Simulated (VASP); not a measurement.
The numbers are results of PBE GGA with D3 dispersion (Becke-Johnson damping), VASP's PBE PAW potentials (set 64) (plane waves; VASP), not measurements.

Input for VASP

**KPOINTS**
```
k-points along high-symmetry lines
10
Line-mode
Reciprocal
  0.000000   0.000000   0.000000 ! GAMMA
  0.500000   0.000000   0.000000 ! M

  0.500000   0.000000   0.000000 ! M
  0.333333   0.333333   0.000000 ! K

  0.333333   0.333333   0.000000 ! K
  0.000000   0.000000   0.000000 ! GAMMA

  0.000000   0.000000   0.000000 ! GAMMA
  0.000000   0.000000   0.500000 ! A

  0.000000   0.000000   0.500000 ! A
  0.500000   0.000000   0.500000 ! L

  0.500000   0.000000   0.500000 ! L
  0.333333   0.333333   0.500000 ! H

  0.333333   0.333333   0.500000 ! H
  0.000000   0.000000   0.500000 ! A

  0.500000   0.000000   0.500000 ! L
  0.500000   0.000000   0.000000 ! M

  0.333333   0.333333   0.500000 ! H
  0.333333   0.333333   0.000000 ! K
```

POSCAR:
```
Se
10.2635330
  0.3972648546   0.0000000000   0.0000000000
 -0.1986324273   0.3440414367   0.0000000000
  0.0000000000   0.0000000000   0.5000000037
Se
3
Cartesian
  0.0979462946   0.0000000000   0.1666665012
 -0.0489731473   0.0848239746   0.3333335025
  0.1496592800   0.2592174621   0.5000000037
```

INCAR:
```
SYSTEM = Se
PREC = Accurate; ENCUT = 400; LREAL = .FALSE.
LASPH = .TRUE.; ICHARG = 11
EDIFF = 1E-7; NELM = 100; ALGO = Normal
LMAXMIX = 4
ISMEAR = 0; SIGMA = 0.05
GGA = PE; IVDW = 12
LWAVE = .FALSE.; LCHARG = .FALSE.; LORBIT = 11
```

POTCAR, in this order: Se (PBE.64 set). Program: vasp_std. Read from the step before: CHGCAR.

Output

File OUTCAR:
```
 ion  position               nearest neighbor table
   1  0.247  0.000  0.333-   3 2.44   2 2.44
   2  0.000  0.247  0.667-   3 2.44   1 2.44
   3  0.753  0.753  0.000-   2 2.44   1 2.44
  LATTYP: Found a hexagonal cell.
 ALAT       =     4.0773409450
 C/A-ratio  =     1.2586061865
 Subroutine PRICEL returns:
 Original cell was already a primitive cell.
 Subroutine GETGRP returns: Found  6 space group operations
The static configuration has the point symmetry C_2 .
 The point group associated with its full space group is D_3 .
The dynamic configuration has the point symmetry C_2 .
 Subroutine INISYM returns: Found  6 space group operations
   k-points           NKPTS =     90   k-points in BZ     NKDIM =     90   number of bands    NBANDS=     13
   number of dos      NEDOS =    301   number of ions     NIONS =      3
   total plane-waves  NPLWV =  28224
   dimension x,y,z NGX =    28 NGY =   28 NGZ =   36
   dimension x,y,z NGXF=    56 NGYF=   56 NGZF=   72
   ions per type =               3
   PREC   = accura    normal or accurate (medium, high low for compatibility)
   ISTART =      0    job   : 0-new  1-cont  2-samecut
   ICHARG =     11    charge: 1-file 2-atom 10-const
   ISPIN  =      1    spin polarized calculation?
   LNONCOLLINEAR =      F non collinear calculations
...
```

OSZICAR:
```
       N       E                     dE             d eps       ncg     rms          rms(c)
DAV:   1     0.758186026166E+02    0.75819E+02   -0.64040E+03  2340   0.939E+02
DAV:   2    -0.498764740657E+01   -0.80806E+02   -0.77550E+02  3190   0.166E+02
DAV:   3    -0.979093475396E+01   -0.48033E+01   -0.47737E+01  2720   0.466E+01
DAV:   4    -0.983092382547E+01   -0.39989E-01   -0.39934E-01  2815   0.502E+00
DAV:   5    -0.983125869990E+01   -0.33487E-03   -0.33485E-03  2845   0.441E-01
DAV:   6    -0.983126407413E+01   -0.53742E-05   -0.53742E-05  2870   0.522E-02
DAV:   7    -0.983126419516E+01   -0.12103E-06   -0.12104E-06  2870   0.677E-03
DAV:   8    -0.983126419808E+01   -0.29252E-08   -0.29208E-08  2204   0.992E-04
   1 F= -.10893684E+02 E0= -.10893684E+02  d E =-.866729E-12
```

### OUTCAR
```
 val. band max:        3.6752217888   @ k =   0.3704   0.2593   0.5000

 cond. band min:       4.1452641147   @ k =   0.3333   0.3333   0.5000



 k-point     1 :       0.0000    0.0000    0.0000
  band No.  band energies     occupation
      1     -12.3034      2.00000
      2      -8.2766      2.00000
      3      -8.2765      2.00000
      4      -0.0022      2.00000
      5       0.1793      2.00000
      6       0.1793      2.00000
      7       1.7648      2.00000
      8       1.7649      2.00000
      9       3.1100      2.00000
     10       5.0991      0.00000
     11       5.0991      0.00000
     12       5.6896      0.00000
     13      10.0406      0.00000

 k-point     2 :       0.0556    0.0000    0.0000
  band No.  band energies     occupation
      1     -12.2832      2.00000
      2      -8.2858      2.00000
      3      -8.2719      2.00000
      4      -0.2192      2.00000
      5       0.0750      2.00000
      6       0.2282      2.00000
      7       1.8024      2.00000
      8       1.9230      2.00000
      9       3.1092      2.00000
     10       5.0381      0.00000
     11       5.0922      0.00000
     12       5.6889      0.00000
     13      10.0040      0.00000

 k-point     3 :       0.1111    0.0000    0.0000
  band No.  band energies     occupation
      1     -12.2237      2.00000
      2      -8.3155      2.00000
      3      -8.2584      2.00000
      4      -0.6081      2.00000
      5      -0.1460      2.00000
      6       0.2030      2.00000
      7       1.8927      2.00000
      8       2.2191      2.00000
      9       3.0667      2.00000
     10       4.9411      0.00000
     11       5.0833      0.00000
     12       5.7034      0.00000
     13       9.9289      0.00000

 k-point     4 :       0.1667    0.0000    0.0000
  band No.  band energies     occupation
      1     -12.1278      2.00000
      2      -8.3699      2.00000
      3      -8.2371      2.00000
      4      -1.0065      2.00000
...
```

The density is held fixed in this step, so its total energy and stress have no physical meaning.

The structure comes from a measured Se entry (P3_121) of the Crystallography Open Database, whose conditions weren't checked. It was relaxed first, which changed the volume by -6 %.
